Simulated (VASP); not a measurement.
# HfO2: electrostatic potential with PBE

Crystal: HfO2.

```
CELL_PARAMETERS angstrom
0.00000 2.53566 2.53566
2.53566 0.00000 2.53566
2.53566 2.53566 0.00000
ATOMIC_POSITIONS crystal
Hf 0.00000 0.00000 0.00000
O 0.25000 0.25000 0.25000
O 0.75000 0.75000 0.75000
```

The cell was built by a generator and needn't be a form met in nature.

* Program: VASP 6.6.1
* Task: electrostatic potential
* Functional: PBE
* Potentials or basis: VASP PAW PBE potentials, release 64 (Hf_pv, O)
* Cutoff: 520 eV
* k mesh: 10 × 10 × 10
* Occupations: gaussian, width 0.02 eV
* Spin: no spin polarisation
* Further INCAR settings: ALGO = Normal; EDIFF = 1e-07

* Pressure: 0.2 GPa
* Band gap on the k mesh: 3.80 eV, direct

Levels at points of the mesh, in eV from the valence-band top:
| k point | band 9 | band 10 | band 11 | band 12 | band 13 | band 14 |
| --- | --- | --- | --- | --- | --- | --- |
| (0.00, 0.00, 0.00) | -0.61 | -0.61 | -0.61 | 3.88 | 3.88 | 5.83 |
| (0.50, 0.00, 0.00) | -2.73 | -1.83 | -1.83 | 4.61 | 4.61 | 6.98 |
| (0.50, 0.50, 0.00) | -1.53 | -1.53 | 0.00 | 3.80 | 5.50 | 6.63 |

Wall time 5.2 s on 4 MPI ranks on Intel(R) Xeon(R) 6975P-C (Granite Rapids), with other jobs on the host, peak memory 0.16 GiB a rank.

Caveat: spin-orbit coupling is left out, which moves the levels of the heavy elements. A k mesh can miss the band edges.
